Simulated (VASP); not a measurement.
Given:

```
AlN
1.0
    1.55396    -2.69154     0.00000
    1.55396     2.69154     0.00000
    0.00000     0.00000     4.97627
Al N
2 2
Cartesian
  1.55396  -0.89718   2.48838
  1.55396   0.89718   0.00025
  1.55396  -0.89718   4.38882
  1.55396   0.89718   1.90069
```

All values below come from PBE GGA with D3 dispersion (Becke-Johnson damping), VASP's PBE PAW potentials (set 64) (plane waves; VASP). Numerical set-up: 520 eV cut-off, 9×9×5 Γ-centred mesh, tetrahedra with Blöchl corrections, potentials Al N.

The cores are frozen, which limits the accuracy of field gradients.

Give the principal components of the electric field gradient (V/Å²) and the asymmetry η at each nucleus.

```csv
atom,Vxx,Vyy,Vzz,η
Al1,-2.5,-2.5,5.1,0.00
Al2,-2.5,-2.5,5.1,0.00
N3,-0.1,-0.1,0.1,-
N4,-0.1,-0.1,0.1,-
```

The compound is AlN in the wurtzite structure. It was relaxed first.
